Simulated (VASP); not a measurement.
Given:

```yaml
crystal:
  lattice:
    - [4.86832, -8.43217, 0.00000]
    - [4.86832, 8.43217, 0.00000]
    - [0.00000, 0.00000, 10.55628]
  atoms:
    - { symbol: Ga, position: [0.21955, 0.11446, 0.25058] }
    - { symbol: Ga, position: [0.11165, 0.22416, 0.99732] }
    - { symbol: Ga, position: [0.22420, 0.11295, 0.75041] }
    - { symbol: Ga, position: [0.10523, 0.24201, 0.49743] }
    - { symbol: Ga, position: [0.21597, 0.44253, 0.25751] }
    - { symbol: Ga, position: [0.11180, 0.55475, 0.99679] }
    - { symbol: Ga, position: [0.22690, 0.44675, 0.73870] }
    - { symbol: Ga, position: [0.10592, 0.52990, 0.49667] }
    - { symbol: Ga, position: [0.21979, 0.77318, 0.25055] }
    - { symbol: Ga, position: [0.11366, 0.89031, 0.00217] }
    - { symbol: Ga, position: [0.22420, 0.77793, 0.75020] }
    - { symbol: Ga, position: [0.11677, 0.89185, 0.50036] }
    - { symbol: Ga, position: [0.55179, 0.10963, 0.25150] }
    - { symbol: Ga, position: [0.44518, 0.22482, 0.00176] }
    - { symbol: Ga, position: [0.55529, 0.11114, 0.75033] }
    - { symbol: Ga, position: [0.43941, 0.23085, 0.50123] }
    - { symbol: Ga, position: [0.55009, 0.45011, 0.25640] }
    - { symbol: Ga, position: [0.44333, 0.55515, 0.99789] }
    - { symbol: Ga, position: [0.56040, 0.44861, 0.74427] }
    - { symbol: Ga, position: [0.54986, 0.76727, 0.25657] }
    - { symbol: Ga, position: [0.44509, 0.88734, 0.00171] }
    - { symbol: Ga, position: [0.56035, 0.77863, 0.74444] }
    - { symbol: Ga, position: [0.43951, 0.87577, 0.50131] }
    - { symbol: Ga, position: [0.88385, 0.10867, 0.24754] }
    - { symbol: Ga, position: [0.77652, 0.22178, 0.99949] }
    - { symbol: Ga, position: [0.89100, 0.11353, 0.75001] }
    - { symbol: Ga, position: [0.76835, 0.21759, 0.49941] }
    - { symbol: Ga, position: [0.88392, 0.44290, 0.24741] }
    - { symbol: Ga, position: [0.77601, 0.55547, 0.00001] }
    - { symbol: Ga, position: [0.89104, 0.44423, 0.74960] }
    - { symbol: Ga, position: [0.78454, 0.56249, 0.50154] }
    - { symbol: Ga, position: [0.88956, 0.77855, 0.24955] }
    - { symbol: Ga, position: [0.77573, 0.88750, 0.00037] }
    - { symbol: Ga, position: [0.89389, 0.78031, 0.75217] }
    - { symbol: Ga, position: [0.78409, 0.88859, 0.50190] }
    - { symbol: N, position: [0.21749, 0.12095, 0.43947] }
    - { symbol: N, position: [0.10517, 0.21943, 0.18451] }
    - { symbol: N, position: [0.22340, 0.11192, 0.93906] }
    - { symbol: N, position: [0.11268, 0.22177, 0.68752] }
    - { symbol: N, position: [0.10494, 0.55401, 0.18386] }
    - { symbol: N, position: [0.22489, 0.44587, 0.92948] }
    - { symbol: N, position: [0.11298, 0.55758, 0.68686] }
    - { symbol: N, position: [0.21766, 0.76376, 0.43943] }
    - { symbol: N, position: [0.11306, 0.89045, 0.19072] }
    - { symbol: N, position: [0.22341, 0.77859, 0.93870] }
    - { symbol: N, position: [0.11569, 0.89116, 0.68847] }
    - { symbol: N, position: [0.54434, 0.10574, 0.44001] }
    - { symbol: N, position: [0.44438, 0.22645, 0.19288] }
    - { symbol: N, position: [0.55350, 0.11027, 0.93929] }
    - { symbol: N, position: [0.44633, 0.22495, 0.68806] }
    - { symbol: N, position: [0.55125, 0.47821, 0.45531] }
    - { symbol: N, position: [0.43846, 0.55293, 0.18523] }
    - { symbol: N, position: [0.55519, 0.44564, 0.93331] }
    - { symbol: N, position: [0.46435, 0.56557, 0.64937] }
    - { symbol: N, position: [0.55114, 0.74002, 0.45541] }
    - { symbol: N, position: [0.44436, 0.88536, 0.19278] }
    - { symbol: N, position: [0.55505, 0.77636, 0.93343] }
    - { symbol: N, position: [0.44636, 0.88826, 0.68805] }
    - { symbol: N, position: [0.87823, 0.10641, 0.43575] }
    - { symbol: N, position: [0.77295, 0.22027, 0.18722] }
    - { symbol: N, position: [0.88783, 0.11062, 0.93814] }
    - { symbol: N, position: [0.77699, 0.22182, 0.68787] }
    - { symbol: N, position: [0.87875, 0.43883, 0.43556] }
    - { symbol: N, position: [0.77179, 0.55492, 0.19028] }
    - { symbol: N, position: [0.88788, 0.44421, 0.93773] }
    - { symbol: N, position: [0.78413, 0.55907, 0.68858] }
    - { symbol: N, position: [0.89678, 0.78191, 0.43783] }
    - { symbol: N, position: [0.77172, 0.88437, 0.19052] }
    - { symbol: N, position: [0.89081, 0.77897, 0.94060] }
    - { symbol: N, position: [0.78396, 0.89172, 0.68886] }
    - { symbol: C, position: [0.50368, 0.58530, 0.51517] }
```
Cell charge -2.

Level of theory: PBE GGA, VASP's PBE PAW potentials (set 64) (plane waves; VASP). Settings: PREC = Normal, LREAL = Auto, ISYM = 0, NELECT = 286.0, 400 eV cut-off, 1×1×1 Γ-centred mesh, Gaussian smearing of 0.050 eV, potentials Ga N C. Starting moments (MAGMOM): 71*0.0282. The cell's moment is fixed (NUPDOWN = 2).

The cell is charged, with a uniform compensating background.  The supercell is sampled at Γ alone, which is coarse: total energies, pressure and levels can be off, energies of defects by several tenths of an eV.

Q: What does the run give for the cell moment, energy per atom (σ→0)?

A: 
```yaml
cell_moment: 2.00 μB
energy per atom (σ→0): -5.853 eV/atom
```

Q: Give the moment on each site (PAW-sphere projection).

A: 
```json
[
 {"site": "Ga1", "moment (μB)": "0.00"},
 {"site": "Ga2", "moment (μB)": "0.01"},
 {"site": "Ga3", "moment (μB)": "0.01"},
 {"site": "Ga4", "moment (μB)": "0.07"},
 {"site": "Ga5", "moment (μB)": "0.24"},
 {"site": "Ga6", "moment (μB)": "0.01"},
 {"site": "Ga7", "moment (μB)": "0.04"},
 {"site": "Ga8", "moment (μB)": "0.07"},
 {"site": "Ga9", "moment (μB)": "0.00"},
 {"site": "Ga10", "moment (μB)": "0.00"},
 {"site": "Ga11", "moment (μB)": "0.01"},
 {"site": "Ga12", "moment (μB)": "0.00"},
 {"site": "Ga13", "moment (μB)": "0.00"},
 {"site": "Ga14", "moment (μB)": "0.01"},
 {"site": "Ga15", "moment (μB)": "0.00"},
 {"site": "Ga16", "moment (μB)": "0.01"},
 {"site": "Ga17", "moment (μB)": "0.01"},
 {"site": "Ga18", "moment (μB)": "0.01"},
 {"site": "Ga19", "moment (μB)": "0.02"},
 {"site": "Ga20", "moment (μB)": "0.01"},
 {"site": "Ga21", "moment (μB)": "0.01"},
 {"site": "Ga22", "moment (μB)": "0.02"},
 {"site": "Ga23", "moment (μB)": "0.01"},
 {"site": "Ga24", "moment (μB)": "0.00"},
 {"site": "Ga25", "moment (μB)": "0.00"},
 {"site": "Ga26", "moment (μB)": "0.00"},
 {"site": "Ga27", "moment (μB)": "0.00"},
 {"site": "Ga28", "moment (μB)": "0.00"},
 {"site": "Ga29", "moment (μB)": "0.00"},
 {"site": "Ga30", "moment (μB)": "0.00"},
 {"site": "Ga31", "moment (μB)": "0.04"},
 {"site": "Ga32", "moment (μB)": "0.00"},
 {"site": "Ga33", "moment (μB)": "0.00"},
 {"site": "Ga34", "moment (μB)": "0.00"},
 {"site": "Ga35", "moment (μB)": "0.04"},
 {"site": "N36", "moment (μB)": "0.00"},
 {"site": "N37", "moment (μB)": "0.04"},
 {"site": "N38", "moment (μB)": "0.01"},
 {"site": "N39", "moment (μB)": "0.05"},
 {"site": "N40", "moment (μB)": "0.04"},
 {"site": "N41", "moment (μB)": "0.00"},
 {"site": "N42", "moment (μB)": "0.04"},
 {"site": "N43", "moment (μB)": "0.01"},
 {"site": "N44", "moment (μB)": "0.00"},
 {"site": "N45", "moment (μB)": "0.01"},
 {"site": "N46", "moment (μB)": "0.00"},
 {"site": "N47", "moment (μB)": "0.00"},
 {"site": "N48", "moment (μB)": "0.00"},
 {"site": "N49", "moment (μB)": "0.00"},
 {"site": "N50", "moment (μB)": "0.00"},
 {"site": "N51", "moment (μB)": "0.01"},
 {"site": "N52", "moment (μB)": "0.05"},
 {"site": "N53", "moment (μB)": "0.01"},
 {"site": "N54", "moment (μB)": "0.00"},
 {"site": "N55", "moment (μB)": "0.01"},
 {"site": "N56", "moment (μB)": "0.00"},
 {"site": "N57", "moment (μB)": "0.01"},
 {"site": "N58", "moment (μB)": "0.00"},
 {"site": "N59", "moment (μB)": "0.03"},
 {"site": "N60", "moment (μB)": "0.00"},
 {"site": "N61", "moment (μB)": "0.00"},
 {"site": "N62", "moment (μB)": "0.00"},
 {"site": "N63", "moment (μB)": "0.03"},
 {"site": "N64", "moment (μB)": "0.00"},
 {"site": "N65", "moment (μB)": "0.00"},
 {"site": "N66", "moment (μB)": "0.01"},
 {"site": "N67", "moment (μB)": "0.01"},
 {"site": "N68", "moment (μB)": "0.00"},
 {"site": "N69", "moment (μB)": "0.00"},
 {"site": "N70", "moment (μB)": "0.01"},
 {"site": "C71", "moment (μB)": "0.33"}
]
```

Only differences to runs with the same potentials and settings are physical.

The cell is a supercell with a defect, built from GaN (wurtzite): C_Ga-vac_N, charge -2.
